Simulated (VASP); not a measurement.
# ZnGaP (P-6m2) in VASP: further runs

Aim: see how the results for ZnGaP move with the level of theory and the settings. Levels: RPBE, HSE(alpha, omega). Tasks: relaxation of the atoms, single point.

All numbers are computed with VASP 6.6.1; they aren't measurements. Logs are shortened: lines on timing, memory, paths and dates and some standing lists are left out, and cuts for length are marked.

### 1 Starting point

It takes space group P-6m2 (No. 187, hexagonal). Conventional cell: a = 4.016 Å, b = 4.016 Å, c = 4.404 Å, α = 90.00°, β = 90.00°, γ = 120.00°. Around Zn (site symmetry -6m2) lie 3 P at 2.32 Å. Ga (site symmetry -6m2) is surrounded by 6 Zn at 3.20 Å and 6 P at 3.20 Å. P (site symmetry -6m2) has 3 Zn at 2.32 Å as nearest neighbours.

The cell was built by a generator and needn't be a form met in nature.

### 2 Relaxation of the atoms, RPBE

The input, INCAR:

```
PREC     = Accurate       # precision mode
ENCUT    = 520            # plane-wave cutoff, eV
EDIFF    = 1E-6           # SCF threshold, eV
ISMEAR   = 0              # smearing method
SIGMA    = 0.05           # smearing width, eV
LREAL    = False          # projectors in reciprocal space
LASPH    = True           # aspherical terms in the spheres
NELM     = 60             # most SCF steps
ALGO     = Fast           # electronic algorithm
ISIF     = 2              # what is computed and relaxed
LWAVE    = False          # write WAVECAR
LCHARG   = False          # write CHGCAR
GGA      = RP             # functional
IBRION   = 2              # ionic algorithm
NSW      = 60             # ionic steps
EDIFFG   = -0.01          # ionic threshold
```

The input, KPOINTS:

```
Automatic mesh
0
Gamma
  8 8 6
```

The input, POSCAR:

```
ZnGaP
1.0
    4.0159400000      0.0000000000      0.0000000000
   -2.0079700000      3.4779100000      0.0000000000
    0.0000000000      0.0000000000      4.4042000000
Zn Ga P
1 1 1
Direct
    0.0000000000      0.0000000000      0.5000000000
    0.6666700000      0.3333300000      0.0000000000
    0.3333300000      0.6666700000      0.5000000000
```

Potentials or basis: VASP PAW PBE potentials, release 64 (Zn, Ga_d, P).

Command:

```sh
$ cat potpaw_PBE.64/Zn/POTCAR potpaw_PBE.64/Ga_d/POTCAR potpaw_PBE.64/P/POTCAR > POTCAR
$ mpirun -np 1 vasp_std > vasp.out
```

OUTCAR:

```text
PREC = Accurate
   ENCUT = 520
   EDIFF = 1E-6
   ISMEAR = 0
   LREAL = False
   LASPH = True
   NELM = 60
   ISIF = 2
   GGA = RP
   IBRION = 2
   NSW = 60
   EDIFFG = -0.01

 ion  position               nearest neighbor table
   1  0.000  0.000  0.500-   3 2.32   3 2.32   3 2.32
   2  0.667  0.333  0.000-
   3  0.333  0.667  0.500-   1 2.32   1 2.32   1 2.32

  LATTYP: Found a hexagonal cell.
 ALAT       =     4.0159400000
 C/A-ratio  =     1.0966797313

  Lattice vectors:

 A1 = (   4.0159400000,   0.0000000000,   0.0000000000)
 A2 = (  -2.0079700000,   3.4779100000,   0.0000000000)
 A3 = (   0.0000000000,   0.0000000000,   4.4042000000)

Analysis of symmetry for initial positions (statically):
=====================================================================
 Subroutine PRICEL returns:
 Original cell was already a primitive cell.

 Routine SETGRP: Setting up the symmetry group for a
 hexagonal supercell.

 Subroutine GETGRP returns: Found  4 space group operations
 (whereof  4 operations were pure point group operations)
 out of a pool of 24 trial point group operations.

The static configuration has the point symmetry C_2v.

Analysis of symmetry for dynamics (positions and initial velocities):
=====================================================================
 Subroutine PRICEL returns:
 Original cell was already a primitive cell.

 Routine SETGRP: Setting up the symmetry group for a
 hexagonal supercell.

 Subroutine GETGRP returns: Found  4 space group operations
 (whereof  4 operations were pure point group operations)
 out of a pool of 24 trial point group operations.

The dynamic configuration has the point symmetry C_2v.

 Subroutine INISYM returns: Found  4 space group operations
 (whereof  4 operations are pure point group operations),
 and found     1 'primitive' translations

----------------------------------------------------------------------------------------

                                     Primitive cell

  volume of cell :      61.5138

  direct lattice vectors                    reciprocal lattice vectors
     4.015940000  0.000000000  0.000000000     0.249007704  0.143764502  0.000000000
    -2.007970000  3.477910000  0.000000000     0.000000000  0.287529004  0.000000000
     0.000000000  0.000000000  4.404200000     0.000000000  0.000000000  0.227055992

  length of vectors
     4.015940000  4.015943412  4.404200000     0.287529249  0.287529004  0.227055992
[... 85 lines left out ...]
   EDIFFG = -.1E-01   stopping-criterion for IOM
   NSW    =     60    number of steps for IOM
   IBRION =      2    ionic relax: 0-MD 1-quasi-New 2-CG
   NFREE  =      1    steps in history (QN), initial steepest desc. (CG)
   ISIF   =      2    stress and relaxation
   ISYM   =      2    0-nonsym 1-usesym 2-fastsym
   POTIM  = 0.5000    time-step for ionic-motion
   TEBEG  =    0.0;   TEEND  =   0.0 temperature during run
   PSTRESS=    0.0 pullay stress
   NELECT =      30.0000    total number of electrons
   NUPDOWN=      -1.0000    fix difference up-down
   EMIN   =  10.00;   EMAX   =-10.00  energy-range for DOS
   EFERMI =   0.00;   METHOD = LEGACY
   ISMEAR =     0;   SIGMA  =   0.05  broadening in eV -4-tet -1-fermi 0-gaus
   EFERMI_NEDOS =   21; number of points for ismear=-14 and -15
   IALGO  =     68    algorithm
   IMIX   =      4    mixing-type and parameters
     AMIX     =   0.40;   BMIX     =  1.00
     AMIX_MAG =   1.60;   BMIX_MAG =  1.00
  volume/ion in A,a.u.               =      20.50       138.37
  Fermi-wavevector in a.u.,A,eV,Ry     =   1.288619  2.435136 22.592989  1.660538
  Thomas-Fermi vector in A             =   2.420561
   LORBIT       =      0    0 simple, 1 ext, 2 COOP (PROOUT), +10 PAW based schemes
   GGA     = RP    functional components
   LHFCALC =     F    Hartree Fock is set to
   AEXX    =    0.0000 exact exchange contribution
   IVDW    =     0    specifies the selected vdW correction
   LEPSILON=     F    determine dielectric tensor
   LRPA    =     F    only Hartree local field effects (RPA)
 conjugate gradient relaxation of ions
 non-spin polarized calculation
 RMM-DIIS sequential band-by-band and
 Gauss-broadening in eV      SIGMA  =   0.05
  energy-cutoff  :      520.00
  volume of cell :       61.51
 maximum number of plane-waves:      1678
 NGX is ok and might be reduce to    30
   NGX = 15   NGY = 15   NGZ = 17

 number of electron      29.9999990 magnetization

 Free energy of the ion-electron system (eV)
  ---------------------------------------------------
  ext. energy  EPLUGINS =         0.00000000
  ---------------------------------------------------
  free energy    TOTEN  =        -8.22858138 eV

  energy without entropy =       -8.22766858  energy(sigma->0) =       -8.22812498

 E-fermi :   3.8790     XC(G=0):  -9.8735

 val. band max:        3.8706912750   @ k =  -0.1250   0.2500   0.3333
 cond. band min:       3.9993781105   @ k =  -0.2500   0.5000   0.3333
 fundamental gap:      0.1286868356
 Fermi energy:         3.8789770303

 k-point     1 :       0.0000    0.0000    0.0000
  band No.  band energies     occupation
      1     -10.8950      2.00000
      2     -10.8780      2.00000
      3     -10.8780      2.00000
      4     -10.8754      2.00000
      5     -10.8754      2.00000
      6      -7.9911      2.00000
[... 505 lines left out ...]
      6      -7.7504      2.00000
[... 11 lines left out ...]
     18       7.2691      0.00000
     19       8.2897      0.00000

 [... further k-points ...]

------------------------ aborting loop because EDIFF is reached ----------------------------------------

  FORCE on cell =-STRESS in cart. coord.  units (eV):
  Direction    XX          YY          ZZ          XY          YZ          ZX
  --------------------------------------------------------------------------------------
  -------------------------------------------------------------------------------------
  Total        0.9041098      0.9037994      0.5518632     -0.0002706      0.0000000      0.0000000
  in kB       23.5482796     23.5401948     14.3737294     -0.0070478      0.0000000      0.0000000
  external PRESSURE =      20.4874013 kB  Pullay stress =       0.0000000 kB

 VOLUME and BASIS-vectors are now :
 -----------------------------------------------------------------------------
  energy-cutoff  :      520.00
  volume of cell :       61.51
      direct lattice vectors                 reciprocal lattice vectors
     4.015940000  0.000000000  0.000000000     0.249007704  0.143764502  0.000000000
    -2.007970000  3.477910000  0.000000000     0.000000000  0.287529004  0.000000000
     0.000000000  0.000000000  4.404200000     0.000000000  0.000000000  0.227055992

 POSITION                                       TOTAL-FORCE (eV/Angst)
 -----------------------------------------------------------------------------------
      0.00000      0.00000      2.20210        -0.000153      0.000088      0.000000
      2.00799      1.15929      0.00000        -0.000015      0.000009      0.000000
     -0.00002      2.31862      2.20210         0.000168     -0.000097      0.000000
 -----------------------------------------------------------------------------------
    total drift:                                0.000013      0.000078      0.000000

  FREE ENERGIE OF THE ION-ELECTRON SYSTEM (eV)
  ---------------------------------------------------
  free  energy   TOTEN  =        -8.2285813829 eV

  energy  without entropy=       -8.2276685828  energy(sigma->0) =       -8.22812498

 reached required accuracy - stopping structural energy minimisation
```

OSZICAR:

```text
N       E                     dE             d eps       ncg     rms          rms(c)
DAV:   1     0.163700629782E+03    0.16370E+03   -0.15123E+04  3192   0.231E+03
DAV:   2     0.570972683176E+01   -0.15799E+03   -0.15372E+03  3248   0.401E+02
DAV:   3    -0.838035631549E+01   -0.14090E+02   -0.13776E+02  3659   0.112E+02
DAV:   4    -0.877717801190E+01   -0.39682E+00   -0.39457E+00  3846   0.176E+01
DAV:   5    -0.878586888199E+01   -0.86909E-02   -0.86869E-02  3613   0.241E+00    0.614E+00
RMM:   6    -0.825279570299E+01    0.53307E+00   -0.17118E+00  3349   0.109E+01    0.454E+00
RMM:   7    -0.823084954386E+01    0.21946E-01   -0.33221E-01  3580   0.481E+00    0.194E+00
RMM:   8    -0.822944840706E+01    0.14011E-02   -0.61500E-02  3684   0.181E+00    0.942E-01
RMM:   9    -0.822832104091E+01    0.11274E-02   -0.12547E-02  3500   0.105E+00    0.196E-01
RMM:  10    -0.822847406634E+01   -0.15303E-03   -0.38554E-03  3865   0.477E-01    0.101E-01
RMM:  11    -0.822855668202E+01   -0.82616E-04   -0.91376E-04  4375   0.245E-01    0.541E-02
RMM:  12    -0.822858123147E+01   -0.24549E-04   -0.28260E-04  3704   0.142E-01    0.316E-02
RMM:  13    -0.822857942181E+01    0.18097E-05   -0.68699E-05  3538   0.750E-02    0.191E-02
RMM:  14    -0.822858152429E+01   -0.21025E-05   -0.23796E-05  3323   0.334E-02    0.114E-02
RMM:  15    -0.822858138288E+01    0.14141E-06   -0.51726E-06  2498   0.237E-02
   1 F= -.82285814E+01 E0= -.82281250E+01  d E =-.822858E+01
```

CONTCAR:

```text
ZnGaP
   1.00000000000000
     4.0159399999999996    0.0000000000000000    0.0000000000000000
    -2.0079699999999998    3.4779100000000001    0.0000000000000000
     0.0000000000000000    0.0000000000000000    4.4042000000000003
  Zn              Ga              P
     1     1     1
Direct
     0.0000000000000000    0.0000000000000000    0.5000000000000000
     0.6666700000000034    0.3333299999999966    0.0000000000000000
     0.3333299999999966    0.6666700000000034    0.5000000000000000

  0.00000000E+00  0.00000000E+00  0.00000000E+00
  0.00000000E+00  0.00000000E+00  0.00000000E+00
  0.00000000E+00  0.00000000E+00  0.00000000E+00
```

Wall time 1.7 min (1 thread of Intel Xeon Platinum 8488C (Sapphire Rapids), shared host); peak memory 0.25 GiB.

Results:

- Free energy: -8.2286 eV
- Pressure after relaxing: 2.0 GPa
- Band gap on the k mesh: none (metal or under the smearing width)

Stress tensor (GPa, compression positive):
```
2.35 0.00 0.00
0.00 2.35 0.00
0.00 0.00 1.44
```

Final structure:
```
CELL_PARAMETERS angstrom
4.01594 0.00000 0.00000
-2.00797 3.47791 0.00000
0.00000 0.00000 4.40420
ATOMIC_POSITIONS crystal
Zn 0.00000 0.00000 0.50000
Ga 0.66667 0.33333 0.00000
P 0.33333 0.66667 0.50000
```

Caveat: the relaxation stopped at its first step, so nothing moved; the PAW data sets were made with another functional, which shifts forces and pressure a little.

(Continued in part 2 of 2.)
